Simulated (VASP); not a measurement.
# SiCl2H2 in VASP: further runs

The runs below take SiCl2H2 through relaxation of the atoms, single point, with PBE+D3(BJ), PBE, RPBE, RPBE+D3(BJ), optB86b-vdW.

Everything below comes from runs of VASP 6.6.1. Logs are shortened: lines on timing, memory, paths and dates and some standing lists are left out, and cuts for length are marked.

## 1. The structure

The cell holds a molecule in a box, 5 atoms: a = 13.006 Å, b = 13.506 Å, c = 14.006 Å, α = 90.00°, β = 90.00°, γ = 90.00°.

## 2. Relaxation of the atoms, PBE+D3(BJ)

INCAR reads:

```
ALGO = Normal ; EDIFF = 1E-6
EDIFFG = -0.03 ; ENCUT = 400
GGA = PE ; IBRION = 2
ISIF = 2 ; ISMEAR = 0
ISYM = 0 ; IVDW = 12
LASPH = T ; LCHARG = F
LREAL = F ; LWAVE = F
NELM = 100 ; NSW = 120
PREC = Accurate ; SIGMA = 0.01
```

KPOINTS reads:

```
k-points
0
Gamma
  1 1 1
```

POSCAR reads:

```
SiH2Cl2
1.0
   13.0062868778      0.0000000000      0.0000000000
    0.0000000000     13.5062868778      0.0000000000
    0.0000000000      0.0000000000     14.0062868778
Si Cl H
1 2 2
Selective dynamics
Direct
    0.5004594151      0.5136331543      0.4971609763  F F F
    0.4123004090      0.4090453507      0.4362642470  T T T
    0.5810024811      0.4537094829      0.6050908958  T T T
    0.5721116982      0.5513143441      0.4261507599  T T T
    0.4341259967      0.5908075666      0.5353331210  T T T
```

Potentials or basis: VASP PAW PBE potentials, release 64 (Si, Cl, H).

Launch:

```console
$ cat potpaw_PBE.64/Si/POTCAR potpaw_PBE.64/Cl/POTCAR potpaw_PBE.64/H/POTCAR > POTCAR
$ mpirun -np 4 vasp_gam > vasp.out
```

OUTCAR:

```text
EDIFF = 1E-6
   EDIFFG = -0.03
   ENCUT = 400
   GGA = PE
   IBRION = 2
   ISIF = 2
   ISMEAR = 0
   ISYM = 0
   IVDW = 12
   LASPH = T
   LREAL = F
   NELM = 100
   NSW = 120
   PREC = Accurate
 IVDW          = 12

 ion  position               nearest neighbor table
   1  0.500  0.514  0.497-   5 1.45   4 1.45   2 2.01   3 2.01
   2  0.412  0.409  0.436-   1 2.01
   3  0.581  0.454  0.605-   1 2.01
   4  0.572  0.551  0.426-   1 1.45
   5  0.434  0.591  0.535-   1 1.45

IMPORTANT INFORMATION: All symmetrisations will be switched off!
NOSYMM: (Re-)initialisation of all symmetry stuff for point group C_1.

----------------------------------------------------------------------------------------

                                     Primitive cell

  volume of cell :    2460.4374

  direct lattice vectors                    reciprocal lattice vectors
    13.006286878  0.000000000  0.000000000     0.076885894  0.000000000  0.000000000
     0.000000000 13.506286878  0.000000000     0.000000000  0.074039594  0.000000000
     0.000000000  0.000000000 14.006286878     0.000000000  0.000000000  0.071396510

  length of vectors
    13.006286878 13.506286878 14.006286878     0.076885894  0.074039594  0.071396510

  position of ions in fractional coordinates (direct lattice)
     0.500459415  0.513633154  0.497160976
     0.412300409  0.409045351  0.436264247
     0.581002481  0.453709483  0.605090896
     0.572111698  0.551314344  0.426150760
     0.434125997  0.590807567  0.535333121

  ion indices of the primitive-cell ions
   primitive index   ion index
                 1           1
                 2           2
                 3           3
                 4           4
                 5           5

----------------------------------------------------------------------------------------

 KPOINTS: k-points

Automatic generation of k-mesh.
 Grid dimensions read from file:
 generate k-points for:    1    1    1

 Generating k-lattice:

  Cartesian coordinates                     Fractional coordinates (reciprocal lattice)
     0.076885894  0.000000000  0.000000000     1.000000000  0.000000000  0.000000000
     0.000000000  0.074039594  0.000000000     0.000000000  1.000000000  0.000000000
     0.000000000  0.000000000  0.071396510     0.000000000  0.000000000  1.000000000

  Length of vectors
     0.076885894  0.074039594  0.071396510

  Shift w.r.t. Gamma in fractional coordinates (k-lattice)
     0.000000000  0.000000000  0.000000000

 Subroutine IBZKPT returns following result:
 ===========================================

 Found      1 irreducible k-points:

 Following reciprocal coordinates:
            Coordinates               Weight
  0.000000  0.000000  0.000000      1.000000
   k-points           NKPTS =      1   k-points in BZ     NKDIM =      1   number of bands    NBANDS=     16
   number of dos      NEDOS =    301   number of ions     NIONS =      5
   total plane-waves  NPLWV = 777600
   dimension x,y,z NGX =    90 NGY =   90 NGZ =   96
   dimension x,y,z NGXF=   180 NGYF=  180 NGZF=  192
   ions per type =               1   2   2
   NGX,Y,Z   is equivalent  to a cutoff of  11.50, 11.08, 11.39 a.u.
   NGXF,Y,Z  is equivalent  to a cutoff of  23.01, 22.16, 22.79 a.u.
 SYSTEM =  unknown system
   PREC   = accura    normal or accurate (medium, high low for compatibility)
   ISTART =      0    job   : 0-new  1-cont  2-samecut
   ICHARG =      2    charge: 1-file 2-atom 10-const
   ISPIN  =      1    spin polarized calculation?
   LNONCOLLINEAR =      F non collinear calculations
   LSORBIT =      F    spin-orbit coupling
   LASPH  =      T    aspherical Exc in radial PAW
   ENCUT  =  400.0 eV  29.40 Ry    5.42 a.u.  21.21 22.03 22.84*2*pi/ulx,y,z
   NELM   =    100;   NELMIN=  2; NELMDL= -5     # of ELM steps
   EDIFF  = 0.1E-05   stopping-criterion for ELM
   LREAL  =      F    real-space projection
   EDIFFG = -.3E-01   stopping-criterion for IOM
   NSW    =    120    number of steps for IOM
   IBRION =      2    ionic relax: 0-MD 1-quasi-New 2-CG
   NFREE  =      1    steps in history (QN), initial steepest desc. (CG)
   ISIF   =      2    stress and relaxation
   ISYM   =      0    0-nonsym 1-usesym 2-fastsym
   POTIM  = 0.5000    time-step for ionic-motion
   TEBEG  =    0.0;   TEEND  =   0.0 temperature during run
   PSTRESS=    0.0 pullay stress
   NELECT =      20.0000    total number of electrons
   NUPDOWN=      -1.0000    fix difference up-down
   EMIN   =  10.00;   EMAX   =-10.00  energy-range for DOS
   EFERMI =   0.00;   METHOD = LEGACY
   ISMEAR =     0;   SIGMA  =   0.01  broadening in eV -4-tet -1-fermi 0-gaus
   EFERMI_NEDOS =   21; number of points for ismear=-14 and -15
   IALGO  =     38    algorithm
   IMIX   =      4    mixing-type and parameters
     AMIX     =   0.40;   BMIX     =  1.00
     AMIX_MAG =   1.60;   BMIX_MAG =  1.00
  volume/ion in A,a.u.               =     492.09      3320.77
  Fermi-wavevector in a.u.,A,eV,Ry     =   0.329165  0.622032  1.474189  0.108350
  Thomas-Fermi vector in A             =   1.223379
   LORBIT       =      0    0 simple, 1 ext, 2 COOP (PROOUT), +10 PAW based schemes
   GGA     = PE    functional components
   LHFCALC =     F    Hartree Fock is set to
   AEXX    =    0.0000 exact exchange contribution
   IVDW    =    12    specifies the selected vdW correction
   LEPSILON=     F    determine dielectric tensor
   LRPA    =     F    only Hartree local field effects (RPA)
 conjugate gradient relaxation of ions
 non-spin polarized calculation
 Gauss-broadening in eV      SIGMA  =   0.01
  energy-cutoff  :      400.00
  volume of cell :     2460.44
 maximum number of plane-waves:     22336
 NGX is ok and might be reduce to    90
   NGX = 43   NGY = 45   NGZ = 45

--------------------------------------- Ionic step        1  -------------------------------------------

 number of electron      20.0000003 magnetization

 Free energy of the ion-electron system (eV)
  ---------------------------------------------------
  ext. energy  EPLUGINS =         0.00000000
  ---------------------------------------------------
  free energy    TOTEN  =       -18.93397139 eV

  energy without entropy =      -18.93397139  energy(sigma->0) =      -18.93397139

------------------------ aborting loop because EDIFF is reached ----------------------------------------

 Edisp (eV)   -0.12436

 E8    (eV) :    -0.0474

  FORCE on cell =-STRESS in cart. coord.  units (eV):
  Direction    XX          YY          ZZ          XY          YZ          ZX
  --------------------------------------------------------------------------------------
  -------------------------------------------------------------------------------------
  Total       1.55406     1.43402     1.68215     0.17691     0.04800     0.61470
  in kB       1.01197     0.93380     1.09538     0.11520     0.03126     0.40028
  external pressure =        1.01 kB  Pullay stress =        0.00 kB

 VOLUME and BASIS-vectors are now :
 -----------------------------------------------------------------------------
  energy-cutoff  :      400.00
  volume of cell :     2460.44
      direct lattice vectors                 reciprocal lattice vectors
    13.006286878  0.000000000  0.000000000     0.076885894  0.000000000  0.000000000
     0.000000000 13.506286878  0.000000000     0.000000000  0.074039594  0.000000000
     0.000000000  0.000000000 14.006286878     0.000000000  0.000000000  0.071396510
[... 44 lines left out ...]
 POSITION                                       TOTAL-FORCE (eV/Angst)
 -----------------------------------------------------------------------------------
      6.50912      6.93728      6.96338        -0.000982     -0.024644      0.007761
      5.33771      5.49689      6.09106        -0.009543      0.013442     -0.016079
      7.57956      6.11325      8.50703         0.011073      0.019152      0.006310
      7.45831      7.45593      5.95030         0.025735     -0.011723     -0.021206
      5.63040      7.99923      7.50783        -0.026284      0.003773      0.023214
 -----------------------------------------------------------------------------------
    total drift:                                0.000105      0.000082      0.000189

  FREE ENERGIE OF THE ION-ELECTRON SYSTEM (eV)
  ---------------------------------------------------
  free  energy   TOTEN  =       -19.1094456248 eV

  energy  without entropy=      -19.1094456247  energy(sigma->0) =      -19.10944562

--------------------------------------- Ionic step        3  -------------------------------------------

 number of electron      19.9999999 magnetization

 Free energy of the ion-electron system (eV)
  ---------------------------------------------------
  ext. energy  EPLUGINS =         0.00000000
  ---------------------------------------------------
  free energy    TOTEN  =       -18.98681713 eV

  energy without entropy =      -18.98681713  energy(sigma->0) =      -18.98681713

 E-fermi :  -7.4668     XC(G=0):  -0.5950

 val. band max:       -7.5181289726   @ k =   0.0000   0.0000   0.0000
 cond. band min:      -0.9714417646   @ k =   0.0000   0.0000   0.0000
 fundamental gap:      6.5466872080
 Fermi energy:        -7.4667714606

 k-point     1 :       0.0000    0.0000    0.0000
  band No.  band energies     occupation
      1     -21.1137      2.00000
      2     -20.5316      2.00000
      3     -13.4698      2.00000
      4     -10.0817      2.00000
      5      -9.8933      2.00000
      6      -9.7681      2.00000
[... 8 lines left out ...]
     15       0.3657      0.00000
     16       0.7010      0.00000

------------------------ aborting loop because EDIFF is reached ----------------------------------------
[... 22 lines left out ...]
 POSITION                                       TOTAL-FORCE (eV/Angst)
 -----------------------------------------------------------------------------------
      6.50912      6.93728      6.96338        -0.001177     -0.028582      0.008927
      5.33723      5.49635      6.09069        -0.001068      0.023188     -0.009563
      7.58001      6.11297      8.50765         0.003280      0.024425     -0.004651
      7.45864      7.45612      5.94994         0.019973     -0.015620     -0.014870
      5.63009      7.99961      7.50802        -0.021008     -0.003411      0.020158
 -----------------------------------------------------------------------------------
    total drift:                                0.000133      0.000444      0.000076

  FREE ENERGIE OF THE ION-ELECTRON SYSTEM (eV)
  ---------------------------------------------------
  free  energy   TOTEN  =       -19.1094632323 eV

  energy  without entropy=      -19.1094632323  energy(sigma->0) =      -19.10946323

 reached required accuracy - stopping structural energy minimisation
```

Wall time 76 s (4 MPI ranks of Intel Xeon Platinum 8375C at 2.90GHz (Ice Lake), shared host); peak memory 0.52 GiB.

Results:

| Property | Result |
| --- | --- |
| Free energy | -19.1095 eV |
| Energy gained by relaxing | 10.2 meV/atom |
| Ionic steps | 3 |
| Gap between the frontier levels | 6.55 eV |
| Dispersion energy per atom | -0.025 eV |

The path:
```csv
step,energy change (eV),largest force (eV/Å),pressure (GPa)
1,0.0000,0.8702,0.10
2,-0.0511,0.0353,-0.01
3,-0.0511,0.0300,-0.01
```

Final structure:
```cif
data_structure
_symmetry_space_group_name_H-M 'P 1'
_symmetry_Int_Tables_number 1
_cell_length_a 13.0063
_cell_length_b 13.5063
_cell_length_c 14.0063
_cell_angle_alpha 90.000
_cell_angle_beta 90.000
_cell_angle_gamma 90.000
_cell_volume 2460.44
loop_
_atom_site_label
_atom_site_type_symbol
_atom_site_fract_x
_atom_site_fract_y
_atom_site_fract_z
_atom_site_occupancy
Si1 Si 0.50046 0.51363 0.49716 1
Cl1 Cl 0.41036 0.40695 0.43485 1
Cl2 Cl 0.58280 0.45260 0.60742 1
H1 H 0.57346 0.55205 0.42480 1
H2 H 0.43287 0.59229 0.53605 1
```

As with any semilocal functional, this PBE gap is likely too small.

[end of part 1 of 2]
